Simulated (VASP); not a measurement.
Computed with r2SCAN meta-GGA, VASP's PBE PAW potentials (set 64) (plane waves; VASP).

A VASP calculation is set up with these files.

POSCAR:
```
Ti5Si3
1.0
  7.4464400704   0.0000000000   0.0000000000
 -3.7232200352   6.4488058050   0.0000000000
  0.0000000000   0.0000000000   5.1087617566
Ti Si
10 6
Cart
 -0.0000037232   4.2992060196   0.0000000000
  3.7232237584   2.1495997854   0.0000000000
  3.7232237584   2.1495997854   2.5543808783
 -0.0000037232   4.2992060196   2.5543808783
  1.8636845943   0.0000000000   1.2771904391
  1.8595354409   6.4488058050   3.8315713174
  0.9318422972   1.6139980873   3.8315713174
  2.7913777380   4.8348077177   1.2771904391
 -0.9318422972   1.6139980873   1.2771904391
  4.6550623324   4.8348077177   3.8315713174
  4.5262141255   0.0000000000   1.2771904391
  2.9202259449   0.0000000000   3.8315713174
  2.2631070627   3.9198161338   3.8315713174
  1.4601129725   2.5289896712   1.2771904391
 -2.2631070627   3.9198161338   1.2771904391
  5.9863270979   2.5289896712   3.8315713174
```

### KPOINTS
```
Automatic mesh
0
Gamma
5 5 6
0 0 0
```

**INCAR**
```
# general
SYSTEM  = Ti5Si3
PREC    = Accurate
ENCUT   = 400
LREAL   = Auto
LASPH   = .TRUE.

# electronic loop
EDIFF   = 1E-6
NELM    = 100
ALGO    = Normal
LMAXMIX = 4
LMIXTAU = .TRUE.

# smearing
ISMEAR  = 1
SIGMA   = 0.1

# functional
METAGGA = R2SCAN

# ions
IBRION  = 2
NSW     = 60
ISIF    = 3
EDIFFG  = -0.02

# output
LWAVE   = .FALSE.
LCHARG  = .FALSE.
```

POTCAR, in this order: Ti_sv Si (PBE.64 set). Program: vasp_std.

The resulting files:

OUTCAR:
```
 ion  position               nearest neighbor table
   1  0.333  0.667  0.000-   4 2.55   4 2.55  12 2.63  15 2.63  11 2.63  16 2.63  14 2.63  13 2.63
  LATTYP: Found a hexagonal cell.
 ALAT       =     7.4464400704
 C/A-ratio  =     0.6860676657
 Subroutine PRICEL returns:
 Original cell was already a primitive cell.
 Subroutine GETGRP returns: Found 24 space group operations
The static configuration has the point symmetry D_3d.
 The point group associated with its full space group is D_6h.
The dynamic configuration has the point symmetry D_3d.
 Subroutine INISYM returns: Found 24 space group operations
 Subroutine IBZKPT returns following result:
 Found     20 irreducible k-points:

 Following reciprocal coordinates:
            Coordinates               Weight
  0.000000  0.000000  0.000000      1.000000
  0.200000  0.000000  0.000000      6.000000
  0.400000  0.000000  0.000000      6.000000
  0.200000  0.200000  0.000000      6.000000
  0.400000  0.200000  0.000000      6.000000
  0.000000  0.000000  0.166667      2.000000
  0.200000  0.000000  0.166667     12.000000
  0.400000  0.000000  0.166667     12.000000
...
```

### OSZICAR
```
       N       E                     dE             d eps       ncg     rms          rms(c)
DAV:   1     0.179350485365E+04    0.17935E+04   -0.61474E+04  3544   0.172E+03
DAV:   2     0.574978549551E+02   -0.17360E+04   -0.16947E+04  3440   0.578E+02
DAV:   3    -0.204082428633E+03   -0.26158E+03   -0.25152E+03  5192   0.197E+02
DAV:   4    -0.243349920869E+03   -0.39267E+02   -0.38856E+02  5096   0.651E+01
DAV:   5    -0.246778413982E+03   -0.34285E+01   -0.34187E+01  5368   0.168E+01    0.410E+01
DAV:   6    -0.206330253585E+03    0.40448E+02   -0.16227E+02  4602   0.713E+01    0.147E+01
DAV:   7    -0.199792009545E+03    0.65382E+01   -0.64725E+01  5040   0.296E+01    0.165E+01
DAV:   8    -0.194114232050E+03    0.56778E+01   -0.25361E+01  4654   0.182E+01    0.597E+00
DAV:   9    -0.194123347464E+03   -0.91154E-02   -0.47999E+00  4664   0.893E+00    0.279E+00
DAV:  10    -0.194985308597E+03   -0.86196E+00   -0.92077E-01  3946   0.454E+00    0.126E+00
DAV:  11    -0.194950729373E+03    0.34579E-01   -0.38562E-01  4800   0.267E+00    0.776E-01
DAV:  12    -0.194965602732E+03   -0.14873E-01   -0.57064E-02  4256   0.129E+00    0.395E-01
DAV:  13    -0.194966008894E+03   -0.40616E-03   -0.17863E-02  4552   0.657E-01    0.259E-01
DAV:  14    -0.194967999809E+03   -0.19909E-02   -0.14388E-02  4016   0.570E-01    0.703E-02
DAV:  15    -0.194968968351E+03   -0.96854E-03   -0.24293E-03  4456   0.231E-01    0.472E-02
DAV:  16    -0.194969523140E+03   -0.55479E-03   -0.36517E-04  4152   0.103E-01    0.352E-02
DAV:  17    -0.194969513650E+03    0.94900E-05   -0.17158E-04  4416   0.725E-02    0.134E-02
DAV:  18    -0.194969665703E+03   -0.15205E-03   -0.13884E-04  3920   0.480E-02    0.842E-03
DAV:  19    -0.194969669787E+03   -0.40836E-05   -0.32206E-05  4880   0.295E-02    0.805E-03
DAV:  20    -0.194969670407E+03   -0.61998E-06   -0.51015E-06  3496   0.802E-03
   1 F= -.19496967E+03 E0= -.19496988E+03  d E =-.194970E+03
       N       E                     dE             d eps       ncg     rms          rms(c)
DAV:   1    -0.194969771590E+03   -0.10180E-03   -0.77129E-02  3778   0.229E+00    0.225E-01
DAV:   2    -0.194970470589E+03   -0.69900E-03   -0.16118E-02  4248   0.628E-01    0.177E-01
DAV:   3    -0.194970189268E+03    0.28132E-03   -0.29157E-03  5152   0.335E-01    0.124E-01
DAV:   4    -0.194969956654E+03    0.23261E-03   -0.10372E-03  4768   0.211E-01    0.236E-02
DAV:   5    -0.194969952482E+03    0.41724E-05   -0.23162E-04  4536   0.857E-02    0.168E-02
DAV:   6    -0.194969956459E+03   -0.39775E-05   -0.33359E-05  4152   0.287E-02    0.617E-03
DAV:   7    -0.194969953330E+03    0.31290E-05   -0.21466E-05  4096   0.246E-02    0.459E-03
DAV:   8    -0.194969955157E+03   -0.18263E-05   -0.39169E-06  3224   0.138E-02    0.271E-03
DAV:   9    -0.194969953721E+03    0.14358E-05   -0.93350E-07  2144   0.682E-03    0.111E-03
DAV:  10    -0.194969954320E+03   -0.59955E-06   -0.24589E-07  2104   0.316E-03
   2 F= -.19496995E+03 E0= -.19497018E+03  d E =-.283914E-03
```

### OUTCAR
```
------------------------ aborting loop because EDIFF is reached ----------------------------------------
  FORCE on cell =-STRESS in cart. coord.  units (eV):
  Direction    XX          YY          ZZ          XY          YZ          ZX
  --------------------------------------------------------------------------------------
  Total        0.0617555      0.0617555      0.0112827     -0.0000000      0.0000000      0.0000000
  in kB        0.4031588      0.4031587      0.0736569     -0.0000000      0.0000000      0.0000000
  external PRESSURE =       0.2933248 kB  Pullay stress =       0.0000000 kB
  volume of cell :      245.42
      direct lattice vectors                 reciprocal lattice vectors
     7.444153996 -0.000000000  0.000000000     0.134333599  0.077557545  0.000000000
    -3.722076998  6.446826007 -0.000000000     0.000000000  0.155115091  0.000000000
     0.000000000  0.000000000  5.113861586     0.000000000  0.000000000  0.195546943
 POSITION                                       TOTAL-FORCE (eV/Angst)
 -----------------------------------------------------------------------------------
     -0.00000      4.29789      5.11386        -0.000000      0.000000     -0.000000
      3.72208      2.14894      5.11386        -0.000000     -0.000000     -0.000000
      3.72208      2.14894      2.55693        -0.000000     -0.000000     -0.000000
     -0.00000      4.29789      2.55693        -0.000000      0.000000     -0.000000
      1.86402     -0.00000      1.27847         0.013690     -0.000000      0.000000
      1.85806      6.44683      3.83540        -0.013690      0.000000     -0.000000
      0.93201      1.61429      3.83540         0.006845      0.011856     -0.000000
      2.79007      4.83254      1.27847        -0.006845     -0.011856      0.000000
     -0.93201      1.61429      1.27847        -0.006845      0.011856     -0.000000
     -2.79007      4.83254      3.83540         0.006845     -0.011856      0.000000
      0.80268      6.44683      1.27847         0.003496      0.000000     -0.000000
      2.91939     -0.00000      3.83540        -0.003496      0.000000      0.000000
      2.26238      3.91856      3.83540         0.001748      0.003027     -0.000000
      1.45970      2.52827      1.27847        -0.001748     -0.003027      0.000000
     -2.26238      3.91856      1.27847        -0.001748      0.003027     -0.000000
     -1.45970      2.52827      3.83540         0.001748     -0.003027      0.000000
 -----------------------------------------------------------------------------------
    total drift:                                0.000000      0.000000      0.000000
  FREE ENERGIE OF THE ION-ELECTRON SYSTEM (eV)
  ---------------------------------------------------
  free  energy   TOTEN  =      -194.9699543204 eV

  energy  without entropy=     -194.9706329561  energy(sigma->0) =     -194.97018053

 reached required accuracy - stopping structural energy minimisation
```
(Selected blocks of OUTCAR.)

### CONTCAR
```
Ti5Si3
   1.00000000000000
     7.4441539962165013   -0.0000000000000000    0.0000000000000000
    -3.7220769981082507    6.4468260071092480   -0.0000000000000000
     0.0000000000000000    0.0000000000000000    5.1138615858553544
  Ti              Si
    10     6
Direct
     0.3333330000000032    0.6666669999999968    1.0000000000000000
     0.6666669999999968    0.3333330000000032    1.0000000000000000
     0.6666669999999968    0.3333330000000032    0.5000000000000000
     0.3333330000000032    0.6666669999999968    0.5000000000000000
     0.2504005331694184    0.0000000000000000    0.2500000000000000
     0.7495994668305815    1.0000000000000000    0.7500000000000000
     0.2504005331694184    0.2504005331694184    0.7500000000000000
     0.7495994668305815    0.7495994668305815    0.2500000000000000
     0.0000000000000000    0.2504005331694184    0.2500000000000000
     0.0000000000000000    0.7495994668305815    0.7500000000000000
     0.6078272797803747    1.0000000000000000    0.2500000000000000
     0.3921727202196253    0.0000000000000000    0.7500000000000000
     0.6078272797803747    0.6078272797803747    0.7500000000000000
     0.3921727202196253    0.3921727202196253    0.2500000000000000
     0.0000000000000000    0.6078272797803747    0.2500000000000000
     0.0000000000000000    0.3921727202196253    0.7500000000000000
```

The structure comes from a computed database's Ti5Si3 entry (P6_3/mcm); how it stands against other phases isn't given here. This run relaxes it. Symmetry was kept, so distortions that lower it aren't found. The start is the result of an earlier pass.
